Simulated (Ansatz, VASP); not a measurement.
**Si81C121 (amorphous Si0.40C0.60): VASP beside Ansatz**

Aim: how closely do two programs agree when they are given the same cell, functional and k mesh? Of the first pair: The structure shown is the start of the Ansatz relaxation below; VASP solves that cell, so the two are compared at the walk's first step.

Main program and level: Ansatz 0.2.0; plane waves, with VASP 6.6.1 beside it; single point at PBEsol.

**1. Starting point**

The cell holds 202 atoms: 81 Si and 121 C. Cell: a = 12.340 Å, b = 12.629 Å, c = 12.706 Å, α = 89.6°, β = 90.9°, γ = 89.8°. As first built, before any earlier steps moved the atoms (in the runner's words): 202 atoms (81 Si, 121 C) placed at random at 2.88 g/cm^3, melted at 4500 K for 10 ps at fixed volume with the Erhart-Albe potential (Erhart and Albe, Phys. Rev. B 71, 035211 (2005)). Quenched from 4500 K to 700 K at 100 K/ps and fixed volume, held 5 ps, then minimised at fixed cell.

**2. Ansatz: relaxation, PBEsol**

Ansatz runs on its PAW soft_1 files.

The two programs are compared at the cell with which this relaxation starts, whose forces are those of its first step.

input.yaml reads:

```yaml
crystal:
  lattice:
    - [12.34003, 0.02109, -0.09577]
    - [0.02109, 12.62872, 0.0431]
    - [-0.09577, 0.0431, 12.70564]
  atoms:
    - { symbol: Si, position: [0.19369, 0.2061, 0.2155] }
    - { symbol: Si, position: [0.92435, 0.86765, 0.17914] }
    - { symbol: Si, position: [0.64472, 0.48841, 0.26771] }
    - { symbol: Si, position: [0.57204, 0.85569, 0.92417] }
    - { symbol: Si, position: [0.31077, 0.21718, 0.97426] }
    - { symbol: Si, position: [0.55069, 0.63355, 0.99265] }
    - { symbol: Si, position: [0.03819, 0.47653, 0.62034] }
    - { symbol: Si, position: [0.40824, 0.82267, 0.07463] }
    - { symbol: Si, position: [0.59034, 0.71738, 0.4109] }
    - { symbol: Si, position: [0.60509, 0.87591, 0.58122] }
    - { symbol: Si, position: [0.38835, 0.86331, 0.24656] }
    - { symbol: Si, position: [0.35867, 0.03664, 0.28092] }
    - { symbol: Si, position: [0.06601, 0.72712, 0.00065] }
    - { symbol: Si, position: [0.88475, 0.23124, 0.84831] }
    - { symbol: Si, position: [0.07023, 0.25609, 0.07564] }
    - { symbol: Si, position: [0.68053, 0.10771, 0.60727] }
    - { symbol: Si, position: [0.45025, 0.04936, 0.00438] }
    - { symbol: Si, position: [0.86046, 0.18105, 0.51555] }
    - { symbol: Si, position: [0.41283, 0.76989, 0.48923] }
    - { symbol: Si, position: [0.77011, 0.57436, 0.92231] }
    - { symbol: Si, position: [0.40717, 0.42227, 0.17748] }
    - { symbol: Si, position: [0.46908, 0.44239, 0.46841] }
    - { symbol: Si, position: [0.6841, 0.39077, 0.07547] }
    - { symbol: Si, position: [0.18154, 0.584, 0.84033] }
    - { symbol: Si, position: [0.92746, 0.67503, 0.6029] }
    - { symbol: Si, position: [0.4841, 0.06323, 0.70879] }
    - { symbol: Si, position: [0.16373, 0.71545, 0.6111] }
    - { symbol: Si, position: [0.46667, 0.42493, 0.97787] }
    - { symbol: Si, position: [0.10414, 0.48772, 0.37459] }
    - { symbol: Si, position: [0.01944, 0.64742, 0.15656] }
[... 166 atom lines left out ...]
    - { symbol: C, position: [0.11877, 0.85633, 0.27798] }
    - { symbol: C, position: [0.10211, 0.93598, 0.63285] }
    - { symbol: C, position: [0.79708, 0.15796, 0.05109] }
    - { symbol: C, position: [0.27598, 0.24872, 0.724] }
    - { symbol: C, position: [0.60756, 0.23224, 0.78646] }
    - { symbol: C, position: [0.40933, 0.35486, 0.57237] }
kpoints:
  mp_grid: { grid: [1, 1, 1] }
hamiltonian:
  xc: pbesol
  pseudopotentials: { kind: paw, azcp: { folder: soft_1 }, xc_functional: pbe }
scf:
  occupations: { method: fermi_dirac, width: 0.05 }
output:
  forces: true
  eigenvalues: true
  stress: true
relax:
  f_tol: 0.05
  max_steps: 70
```

Command:

```console
ansatz run input.yaml --threads 8 --pin off --max-ram 15872MiB --backend cpu --events-out ev --progress --plain --runs-dir out
```

Numbers of over 12 decimals in the logs are rounded to 6 here.

Output:

```text
Warning: output.stress: scf.convergence.dr2_threshold = 1e-7 eV (the SCF's general default) is looser than the 1.08e-8 eV advised for a printed stress (1e-10 eV for each atom of the cell: 202, of which 108 are counted). What an SCF threshold leaves in a stress goes as its square root, and in the free energy as the threshold itself, and one threshold admits the most on a small cell: [figures from the program's tests c [...]
Engine: ansatz 0.2.0, aarch64-unknown-linux-gnu
Pseudopotentials: kind: paw
Pseudopotential: Si, paw, valence charge 4, recommended cutoff 420 eV (normal), soft_1/Si.paw.azcp
Pseudopotential: C, paw, valence charge 4, recommended cutoff 420 eV (normal), soft_1/C.paw.azcp
Functional definition: PBEsol
  exchange = pbesol_x
  correlation = pbesol_c
Crystal: 202 atoms, lattice volume = 1979.887 Å³
Basis set: ecut = 420 eV, 38709 PW (Γ), exchange–correlation on 180×180×180 points (8 copies of the dense FFT grid, shifted against one another)
Bands: 606, of which v1, the nominal top of the filled ones, is band 404 counted from 1 (403 counted from 0)
Symmetry: 1 space group operations
Space group: P1 (ITA 1), of the structure as read, at distance tolerance 1.3e-4 Å
k-points: 1
Non-local potential: Si, projectors of the file, l = 0: 2, l = 1: 2, l = 2: 1
Non-local potential: C, projectors of the file, l = 0: 2, l = 1: 2, l = 2: 1
PAW form: soft (Blöchl's): semilocal exchange-correlation on the pseudo side does not see the compensation charge
PAW frozen core: Si, regenerated for the run's functional, and the local potential with it (the file was generated under x = pbe(κ = 0.804, μ = 0.219515), c = pbe(β = 0.066725))
PAW frozen core: C, regenerated for the run's functional, and the local potential with it (the file was generated under x = pbe(κ = 0.804, μ = 0.219515), c = pbe(β = 0.066725))
PAW one-centre angular grid: Si, 110 points (default); XC on 64 Gauss nodes
PAW one-centre angular grid: C, 110 points (default); XC on 64 Gauss nodes
Initial density: superposition of atomic densities (chi_scale 0.1, normalization cell, long waves 3 % of neutral atoms (reshape's long-wave potential 1.03 eV rms, cloud 1.87 Å wide))
Initial wavefunctions: pseudopotential atomic-orbital guess
Functional: x = pbesol(κ = 0.804, μ = 0.123457), c = pbesol(β = 0.046)
SCF iter   1: F=—  HF=-80186.608280 eV  |F-HF|=—  |Δ(HF+E_count)|=         —  Δρ=1.13e-1  dr2=4.38e2  ethr=3.10e-3  ⟨swp⟩=6.0  Hψ=2829  notcnv=0  defer=110
preconditioner: auto → Resta (q_TF=auto, 2.350 Å⁻¹)  ε∞=4.7  [insulator: Δε(μ)=0.118 eV  Ē_g=12.272 eV  σ=0.050 eV  W_gap=0.52  n_scr=450 (ndim 8)  ℏωp=23.7 eV  f_vac=0.000  D(μ)=17.79/eV (n_scr^D=80)  ε∞_Penn≈4.7]
SCF iter   2: F=—  HF=-80106.586543 eV  |F-HF|=—  |Δ(HF+E_count)|=    8.00e1  Δρ=5.46e-2  dr2=8.53e1  ethr=3.10e-3  ⟨swp⟩=3.0  Hψ=1160  notcnv=0  defer=170
SCF iter   3: F=—  HF=-80083.617616 eV  |F-HF|=—  |Δ(HF+E_count)|=    2.30e1  Δρ=9.66e-3  dr2=3.53e0  ethr=3.10e-3  ⟨swp⟩=9.0  Hψ=912  notcnv=0  defer=170
SCF iter   4: F=—  HF=-80083.163278 eV  |F-HF|=—  |Δ(HF+E_count)|=   4.54e-1  Δρ=3.30e-3  dr2=5.56e-1  ethr=4.37e-4  ⟨swp⟩=6.0  Hψ=1034  notcnv=0  defer=170
SCF iter   5: F=—  HF=-80083.137365 eV  |F-HF|=—  |Δ(HF+E_count)|=   2.59e-2  Δρ=1.17e-3  dr2=6.89e-2  ethr=6.88e-5  ⟨swp⟩=2.0  Hψ=495  notcnv=0  defer=170
SCF iter   6: F=—  HF=-80083.139892 eV  |F-HF|=—  |Δ(HF+E_count)|=   2.53e-3  Δρ=3.33e-4  dr2=2.90e-3  ethr=8.53e-6  ⟨swp⟩=3.0  Hψ=845  notcnv=0  defer=170
SCF iter   7: F=—  HF=-80083.141697 eV  |F-HF|=—  |Δ(HF+E_count)|=   1.80e-3  Δρ=9.18e-5  dr2=4.15e-4  ethr=3.59e-7  ⟨swp⟩=3.0  Hψ=1103  notcnv=0  defer=170
SCF iter   8: F=-80083.141758 eV  HF=-80083.141770 eV  |F-HF|=1.16e-5  |Δ(HF+E_count)|=   7.30e-5  Δρ=2.46e-5  dr2=3.07e-5  ethr=7.74e-9  ⟨swp⟩=14.0  Hψ=4591  notcnv=0
SCF 1 converged in 8 iterations: F = -80083.141758 eV  dr2 = 3.07e-5
  greatest PAW one-centre occupation: 0.698 electrons in one spin orbital (limit 2), on the C atom at site 150 (counted from 0), in its partial waves of l = 0
[...]
- { symbol: C, position: [0.915867, 0.571382, 0.318552] }
    - { symbol: C, position: [0.319264, 0.986320, 0.959086] }
    - { symbol: C, position: [0.881687, 0.672930, 0.297442] }
    - { symbol: C, position: [0.275582, 0.864444, 0.720184] }
    - { symbol: C, position: [0.589640, 0.339902, 0.842913] }
    - { symbol: C, position: [0.789774, 0.00947793, 0.278474] }
    - { symbol: C, position: [0.169681, 0.716614, 0.462060] }
    - { symbol: C, position: [0.941975, 0.485291, 0.504787] }
    - { symbol: C, position: [0.954400, 0.591569, 0.818875] }
    - { symbol: C, position: [0.226780, 0.358479, 0.701567] }
    - { symbol: C, position: [0.996348, 0.032490, 0.960994] }
    - { symbol: C, position: [0.473010, 0.394447, 0.833443] }
    - { symbol: C, position: [0.612745, 0.990892, 0.670900] }
    - { symbol: C, position: [0.304154, 0.568061, 0.597341] }
    - { symbol: C, position: [0.142528, 0.401607, 0.199385] }
    - { symbol: C, position: [0.849931, 0.477496, 0.097001] }
    - { symbol: C, position: [0.872093, 0.017371, 0.931842] }
    - { symbol: C, position: [0.961870, 0.423096, 0.735539] }
    - { symbol: C, position: [0.969623, 0.074429, 0.242322] }
    - { symbol: C, position: [0.891641, 0.724969, 0.196919] }
    - { symbol: C, position: [0.971437, 0.564577, 0.422387] }
    - { symbol: C, position: [0.199594, 0.189170, 0.789531] }
    - { symbol: C, position: [0.116215, 0.837739, 0.074131] }
    - { symbol: C, position: [0.055978, 0.635044, 0.775017] }
[...]
- { symbol: C, position: [0.011669, 0.167060, 0.517964] }
    - { symbol: C, position: [0.138622, 0.357036, 0.614778] }
    - { symbol: C, position: [0.116960, 0.858396, 0.274274] }
    - { symbol: C, position: [0.097092, 0.929942, 0.632359] }
    - { symbol: C, position: [0.796525, 0.158284, 0.051867] }
    - { symbol: C, position: [0.277936, 0.247760, 0.724785] }
    - { symbol: C, position: [0.609517, 0.232709, 0.787989] }
    - { symbol: C, position: [0.408881, 0.354437, 0.572190] }
```

The column dr2 measures how far the density is from self-consistency, as an energy; F and HF (Harris–Foulkes) agree once it is small.

**3. VASP: single point, PBEsol, start cell, pair 1**

The same cell, functional, mesh and smearing now go to VASP, with its own data sets.

Lines of VASP's logs that name or quote its potential files are left out, and so is its time.

INCAR reads:

```
SYSTEM = Si81C121
PREC = Accurate
ENCUT = 520
EDIFF = 1E-06
NELM = 120
ISMEAR = -1
SIGMA = 0.05
LREAL = Auto
ALGO = Normal
GGA = PS
NBANDS = 545
LORBIT = 11
LWAVE = .FALSE.
LCHARG = .FALSE.
ISIF = 2
LASPH = .TRUE.
GGA_COMPAT = .FALSE.
EFERMI = MIDGAP
```

POSCAR reads:

```
Si81C121
1.0
   12.3400300000      0.0210900000     -0.0957700000
    0.0210900000     12.6287200000      0.0431000000
   -0.0957700000      0.0431000000     12.7056400000
Si C
81 121
Direct
    0.1936860536      0.2061037942      0.2155000645
    0.9243460386      0.8676480649      0.1791431985
    0.6447178671      0.4884077492      0.2677074320
    0.5720376243      0.8556927297      0.9241725475
    0.3107710985      0.2171760252      0.9742604278
    0.5506878352      0.6335482018      0.9926484181
    0.0381895321      0.4765295233      0.6203401788
    0.4082402826      0.8226703576      0.0746314298
    0.5903407077      0.7173838699      0.4108976553
    0.6050869201      0.8759073009      0.5812220061
    0.3883463595      0.8633086413      0.2465584834
    0.3586726264      0.0366409212      0.2809201940
    0.0660069299      0.7271188068      0.0006518887
    0.8847519911      0.2312410337      0.8483135214
    0.0702302516      0.2560876039      0.0756426733
    0.6805320912      0.1077127623      0.6072682792
    0.4502484073      0.0493569688      0.0043833293
    0.8604562508      0.1810502362      0.5155507814
    0.4128285273      0.7698886127      0.4892279640
    0.7701128860      0.5743580421      0.9223068558
    0.4071701213      0.4222726770      0.1774798224
    0.4690774398      0.4423899381      0.4684106066
    0.6840977108      0.3907695865      0.0754683643
    0.1815361683      0.5839984757      0.8403288134
    0.9274615506      0.6750292072      0.6028999117
    0.4841031425      0.0632321718      0.7087905254
    0.1637302691      0.7154492636      0.6111022022
    0.4666673387      0.4249291885      0.9778711094
    0.1041398489      0.4877183675      0.3745937089
    0.0194439933      0.6474165485      0.1565571272
[... 166 atom lines left out ...]
    0.1187729573      0.8563270306      0.2779763311
    0.1021122284      0.9359832751      0.6328479643
    0.7970776056      0.1579564409      0.0510897680
    0.2759792520      0.2487168220      0.7240021627
    0.6075610295      0.2322396977      0.7864599177
    0.4093289704      0.3548576715      0.5723684183
```

KPOINTS reads:

```
Automatic mesh
0
Gamma
1 1 1
0 0 0
```

The projector-augmented-wave data sets are Si and C (PBE family, release 64).

Command:

```console
export OMP_NUM_THREADS=3
mpirun -np 1 vasp_gam
```

Output:

```text
[banner, memory and clock lines left out]
running    1 mpi-ranks, on    1 nodes
[...]
Offloading initialized ...    1 GPUs detected
[...]
|                                                                             |
|               ----> ADVICE to this user running VASP <----                  |
|                                                                             |
|     You enforced a specific xc type in the INCAR file but a different       |
|     [... a line on the potential file left out ...]
|     I HOPE YOU KNOW WHAT YOU ARE DOING!                                     |
|                                                                             |

 LDA part: xc-table for (Slater+PW92), standard interpolation
 POSCAR, INCAR and KPOINTS ok, starting setup
[...]
entering main loop
       N       E                     dE             d eps       ncg     rms          rms(c)
DAV:   1     0.503259501636E+04    0.50326E+04   -0.43277E+05  1090   0.144E+03
DAV:   2    -0.104609618698E+04   -0.60787E+04   -0.57030E+04  1364   0.299E+02
DAV:   3    -0.163866704760E+04   -0.59257E+03   -0.57732E+03  1348   0.879E+01
DAV:   4    -0.165678855284E+04   -0.18122E+02   -0.17949E+02  1308   0.166E+01
[...]
DAV:  16    -0.152486018355E+04    0.53684E-05   -0.53778E-05  1284   0.107E-02    0.153E-02
DAV:  17    -0.152486018398E+04   -0.42826E-06   -0.19576E-05  1284   0.606E-03    0.507E-03
DAV:  18    -0.152486018415E+04   -0.17462E-06   -0.33185E-06   804   0.259E-03
   1 F= -.15248602E+04 E0= -.15247772E+04  d E =-.165980E+00
```

Parts of OUTCAR (step 3):

```text
  FREE ENERGIE OF THE ION-ELECTRON SYSTEM (eV)
  ---------------------------------------------------
  free  energy   TOTEN  =     -1524.8601841512 eV

  energy  without entropy=    -1524.6942039497  energy(sigma->0) =    -1524.77719405

[... 2 further parts left out ...]
[key lines of the parts left out:]
E-fermi :   8.9725
```

The run ends at a pressure of 15.02 GPa, with forces up to 1.0 eV/Å.

**4. Differences**

Known differences besides the potentials themselves: the cutoff is 420 eV in Ansatz and 520 eV in VASP (PREC = Accurate, projectors in real space); Ansatz makes its cores anew for this functional, VASP keeps those of its PBE data sets. Total energies have different zeros and are not compared.

Forces on 8 of the 202 atoms, those with the largest forces and the largest differences (eV/Å; atoms numbered as in POSCAR):

| atom | Ansatz x, y, z | VASP x, y, z |
| --- | --- | --- |
| C89 | -0.610, -0.532, -0.321 | -0.651, -0.557, -0.339 |
| C96 | -0.077, -0.802, -0.039 | -0.076, -0.865, -0.060 |
| C111 | 0.382, -0.561, 0.458 | 0.411, -0.589, 0.500 |
| C118 | -0.727, -0.465, -0.047 | -0.747, -0.485, -0.057 |
| C153 | -0.690, -0.260, -0.130 | -0.758, -0.291, -0.156 |
| C174 | -0.139, -0.925, -0.310 | -0.145, -0.975, -0.357 |
| C188 | -0.255, 0.846, -0.158 | -0.272, 0.921, -0.156 |
| C192 | 0.434, 0.753, 0.144 | 0.482, 0.789, 0.167 |

The forces differ by 18 meV/Å r.m.s., which is 6.5 % of the r.m.s. force of 0.272 eV/Å (both taken over all components).

(Part 1 of 2 ends here.)

[Lines on the potential files, build, host, timing and source positions are cut from VASP's logs without a mark.]

[Logs are printed without paths, hosts, clocks, repeated set-up lines and the standing remarks that a program may print on its own settings, such as how far it seeks lower states.]

[Hosts, paths, dates, database ids (printed as entryN), source tags and the programs' standing remarks are cut or masked in the printed files.]
